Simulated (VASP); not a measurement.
These are PBE GGA, VASP's PBE PAW potentials (set 64) (plane waves; VASP) values and carry that method's errors.

VASP input:

### POSCAR
```
YSi
1
    0.0000000000     2.9068873448     2.9068873448
    2.9068873448     0.0000000000     2.9068873448
    2.9068873448     2.9068873448     0.0000000000
Y Si
1 1
Direct
  0.0000000000   0.0000000000   0.0000000000
  0.5000000000   0.5000000000   0.5000000000
```

### KPOINTS
```
k-points along high-symmetry lines
15
Line-mode
Reciprocal
  0.000000   0.000000   0.000000 ! GAMMA
  0.500000   0.000000   0.500000 ! X

  0.500000   0.000000   0.500000 ! X
  0.625000   0.250000   0.625000 ! U

  0.375000   0.375000   0.750000 ! K
  0.000000   0.000000   0.000000 ! GAMMA

  0.000000   0.000000   0.000000 ! GAMMA
  0.500000   0.500000   0.500000 ! L

  0.500000   0.500000   0.500000 ! L
  0.500000   0.250000   0.750000 ! W

  0.500000   0.250000   0.750000 ! W
  0.500000   0.000000   0.500000 ! X
```

**INCAR**
```
SYSTEM = YSi
PREC = Accurate; ENCUT = 400; LREAL = F
LASPH = T; ICHARG = 11
EDIFF = 1E-7; NELM = 100; ALGO = Normal
LMAXMIX = 4
ISMEAR = 0; SIGMA = 0.05
GGA = PE
LWAVE = F; LCHARG = F; LORBIT = 11
```

POTCAR, in this order: Y_sv Si (PBE.64 set). Program: vasp_std. Read from the step before: CHGCAR.

What VASP printed:

### OSZICAR
```
       N       E                     dE             d eps       ncg     rms          rms(c)
DAV:   1     0.312143887958E+02    0.31214E+02   -0.62875E+03  1980   0.992E+02
DAV:   2    -0.937980610384E+01   -0.40594E+02   -0.38410E+02  2365   0.187E+02
DAV:   3    -0.114471495539E+02   -0.20673E+01   -0.20148E+01  2955   0.299E+01
DAV:   4    -0.115156024600E+02   -0.68453E-01   -0.68102E-01  2736   0.559E+00
DAV:   5    -0.115175909061E+02   -0.19884E-02   -0.19846E-02  2846   0.758E-01
DAV:   6    -0.115176106763E+02   -0.19770E-04   -0.19764E-04  2706   0.788E-02
DAV:   7    -0.115176110080E+02   -0.33169E-06   -0.33235E-06  2841   0.883E-03
DAV:   8    -0.115176110134E+02   -0.54642E-08   -0.55734E-08  2022   0.106E-03
   1 F= -.11517611E+02 E0= -.11514331E+02  d E =-.655956E-02
```

File OUTCAR:
```
 val. band max:        4.5016040228   @ k =   0.5179   0.0357   0.5179

 cond. band min:       4.5127601212   @ k =   0.4286   0.0000   0.4286



 k-point     1 :       0.0000    0.0000    0.0000
  band No.  band energies     occupation
      1     -37.9501      2.00000
      2     -17.9037      2.00000
      3     -17.9037      2.00000
      4     -17.9037      2.00000
      5      -4.3175      2.00000
      6       5.5657      0.00000
      7       5.5657      0.00000
      8       5.5657      0.00000
      9       6.0078      0.00000
     10       6.0078      0.00000
     11       6.0090      0.00000

 k-point     2 :       0.0357    0.0000    0.0357
  band No.  band energies     occupation
      1     -37.9499      2.00000
      2     -17.9060      2.00000
      3     -17.9045      2.00000
      4     -17.9045      2.00000
      5      -4.2938      2.00000
      6       5.4210      0.00000
      7       5.4210      0.00000
      8       5.4645      0.00000
      9       5.5297      0.00000
     10       6.1893      0.00000
     11       6.1976      0.00000

 k-point     3 :       0.0714    0.0000    0.0714
  band No.  band energies     occupation
      1     -37.9493      2.00000
      2     -17.9130      2.00000
      3     -17.9069      2.00000
      4     -17.9069      2.00000
      5      -4.2237      2.00000
      6       4.8267      0.00000
      7       5.1964      0.00000
      8       5.1964      0.00000
      9       5.4274      0.00000
     10       6.2655      0.00000
     11       6.5230      0.00000

 k-point     4 :       0.1071    0.0000    0.1071
  band No.  band energies     occupation
      1     -37.9484      2.00000
      2     -17.9240      2.00000
      3     -17.9108      2.00000
      4     -17.9108      2.00000
      5      -4.1109      2.00000
      6       4.2119      2.00000
      7       4.9917      0.00000
      8       4.9917      0.00000
      9       5.2728      0.00000
     10       6.3187      0.00000
...
```

The density is held fixed in this step, so its total energy and stress have no physical meaning.

The structure was generated: YSi was put into the rock salt type (Fm-3m), which need not be its known phase. It was relaxed first, which changed the volume by -28 %. The electron count is odd and the run is not spin-polarised, which forces a metal.
